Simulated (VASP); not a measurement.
All values below come from r2SCAN meta-GGA, VASP's PBE PAW potentials (set 64) (plane waves; VASP).

A VASP calculation is set up with these files.

File KPOINTS:
```
Automatic mesh
0
gamma
11 11 11
```

INCAR:
```
! general
SYSTEM  = Sn
PREC    = Accurate
ENCUT   = 400
LREAL   = F
LASPH   = T

! electronic loop
EDIFF   = 1E-6
NELM    = 100
ALGO    = Normal
LMAXMIX = 4
LMIXTAU = T

! smearing
ISMEAR  = 1
SIGMA   = 0.1

! functional
METAGGA = R2SCAN

! ions
IBRION  = 2
NSW     = 60
ISIF    = 3
EDIFFG  = -0.01

! output
LWAVE   = F
LCHARG  = F
```

### POSCAR
```
Sn
1.0
  3.1154960000   0.0000000000   0.0000000000
  0.0000000000   3.1154960000   0.0000000000
  0.0000000000   0.0000000000   3.1154960000
Sn
1
Direct
  0.0000000000   0.0000000000   0.0000000000
```

POTCAR, in this order: Sn_d (PBE.64 set). Program: vasp_std.

The resulting files:

File OSZICAR:
```
       N       E                     dE             d eps       ncg     rms          rms(c)
DAV:   1     0.503393326938E+02    0.50339E+02   -0.67775E+03  1261   0.161E+03
DAV:   2    -0.220481532283E+02   -0.72387E+02   -0.70718E+02  1274   0.327E+02
DAV:   3    -0.265775634504E+02   -0.45294E+01   -0.45116E+01  1456   0.775E+01
DAV:   4    -0.266816867579E+02   -0.10412E+00   -0.10410E+00  1409   0.126E+01
DAV:   5    -0.266862724307E+02   -0.45857E-02   -0.45855E-02  1597   0.246E+00    0.247E+00
DAV:   6    -0.245364655063E+02    0.21498E+01   -0.72038E-01  1409   0.180E+01    0.122E+00
DAV:   7    -0.245729862661E+02   -0.36521E-01   -0.12189E-01  1253   0.549E+00    0.722E-01
DAV:   8    -0.245621651184E+02    0.10821E-01   -0.67121E-02  1247   0.288E+00    0.162E-01
DAV:   9    -0.245746760179E+02   -0.12511E-01   -0.69716E-03  1304   0.867E-01    0.614E-02
DAV:  10    -0.245746553857E+02    0.20632E-04   -0.20767E-04  1523   0.132E-01    0.897E-02
DAV:  11    -0.245756509226E+02   -0.99554E-03   -0.22683E-04  1298   0.236E-01    0.270E-02
DAV:  12    -0.245764315796E+02   -0.78066E-03   -0.22222E-04  1250   0.149E-01    0.614E-03
DAV:  13    -0.245764356600E+02   -0.40804E-05   -0.64017E-06  1427   0.206E-02    0.672E-03
DAV:  14    -0.245764352319E+02    0.42807E-06   -0.13384E-07   763   0.325E-03
   1 F= -.24576435E+02 E0= -.24576485E+02  d E =-.245764E+02
       N       E                     dE             d eps       ncg     rms          rms(c)
DAV:   1    -0.254954684697E+02   -0.91903E+00   -0.17063E+01  1457   0.799E+01    0.529E+00
DAV:   2    -0.247366680541E+02    0.75880E+00   -0.11577E+00  1412   0.245E+01    0.230E+00
DAV:   3    -0.245781081607E+02    0.15856E+00   -0.41207E-01  1722   0.132E+01    0.378E-01
DAV:   4    -0.245795158586E+02   -0.14077E-02   -0.27906E-02  1232   0.185E+00    0.989E-02
DAV:   5    -0.245726659069E+02    0.68500E-02   -0.14301E-02  1235   0.154E+00    0.729E-02
DAV:   6    -0.245864152344E+02   -0.13749E-01   -0.98825E-03  1241   0.105E+00    0.599E-02
DAV:   7    -0.245873717856E+02   -0.95655E-03   -0.11097E-03  1232   0.369E-01    0.850E-03
DAV:   8    -0.245874020550E+02   -0.30269E-04   -0.18148E-04  1292   0.148E-01    0.959E-03
DAV:   9    -0.245875384742E+02   -0.13642E-03   -0.68843E-05  1250   0.118E-01    0.310E-03
DAV:  10    -0.245875430347E+02   -0.45606E-05   -0.57305E-06  1276   0.266E-02    0.547E-04
DAV:  11    -0.245875429217E+02    0.11304E-06   -0.17009E-07   835   0.495E-03
   2 F= -.24587543E+02 E0= -.24587423E+02  d E =-.111077E-01
       N       E                     dE             d eps       ncg     rms          rms(c)
DAV:   1    -0.246754306393E+02   -0.87888E-01   -0.18330E+00  1475   0.297E+01    0.159E+00
DAV:   2    -0.246058479239E+02    0.69583E-01   -0.10205E-01  1403   0.690E+00    0.722E-01
DAV:   3    -0.245889907835E+02    0.16857E-01   -0.47658E-02  1822   0.433E+00    0.103E-01
DAV:   4    -0.245887664489E+02    0.22433E-03   -0.34179E-03  1232   0.677E-01    0.296E-02
DAV:   5    -0.245897206012E+02   -0.95415E-03   -0.11735E-03  1232   0.424E-01    0.213E-02
DAV:   6    -0.245897790631E+02   -0.58462E-04   -0.74614E-04  1247   0.333E-01    0.200E-02
DAV:   7    -0.245900809920E+02   -0.30193E-03   -0.20007E-04  1238   0.170E-01    0.415E-03
DAV:   8    -0.245900840822E+02   -0.30901E-05   -0.10337E-05  1289   0.384E-02    0.220E-03
DAV:   9    -0.245900843033E+02   -0.22113E-06   -0.11967E-06  1277   0.138E-02
   3 F= -.24590084E+02 E0= -.24590025E+02  d E =-.136491E-01
```

File OUTCAR:
```
------------------------ aborting loop because EDIFF is reached ----------------------------------------
  FORCE on cell =-STRESS in cart. coord.  units (eV):
  Direction    XX          YY          ZZ          XY          YZ          ZX
  --------------------------------------------------------------------------------------
  Total       -0.0099890     -0.0099890     -0.0099890      0.0000000      0.0000000      0.0000000
  in kB       -0.5582031     -0.5582031     -0.5582031      0.0000000      0.0000000      0.0000000
  external PRESSURE =      -0.5582031 kB  Pullay stress =       0.0000000 kB
  volume of cell :       28.67
      direct lattice vectors                 reciprocal lattice vectors
     3.060647645 -0.000000000 -0.000000000     0.326728234  0.000000000  0.000000000
    -0.000000000  3.060647645  0.000000000     0.000000000  0.326728234  0.000000000
    -0.000000000  0.000000000  3.060647645     0.000000000 -0.000000000  0.326728234
 POSITION                                       TOTAL-FORCE (eV/Angst)
 -----------------------------------------------------------------------------------
      0.00000      0.00000      0.00000         0.000000      0.000000      0.000000
 -----------------------------------------------------------------------------------
    total drift:                               -0.000000      0.000000     -0.000000
  FREE ENERGIE OF THE ION-ELECTRON SYSTEM (eV)
  ---------------------------------------------------
  free  energy   TOTEN  =       -24.5900843033 eV

  energy  without entropy=      -24.5899050374  energy(sigma->0) =      -24.59002455

 reached required accuracy - stopping structural energy minimisation
```
(Selected blocks of OUTCAR.)

**CONTCAR**
```
Sn
   1.00000000000000
     3.0606476454904219   -0.0000000000000000   -0.0000000000000000
    -0.0000000000000000    3.0606476454904219    0.0000000000000000
    -0.0000000000000000    0.0000000000000000    3.0606476454904219
  Sn
     1
Direct
     0.0000000000000000    0.0000000000000000    0.0000000000000000
```

Energy and stress use the plane-wave basis of the starting cell.

The structure was generated: Sn was put into the simple-cubic type (Pm-3m), which need not be its known phase. This run relaxes it. Symmetry was kept, so distortions that lower it aren't found.
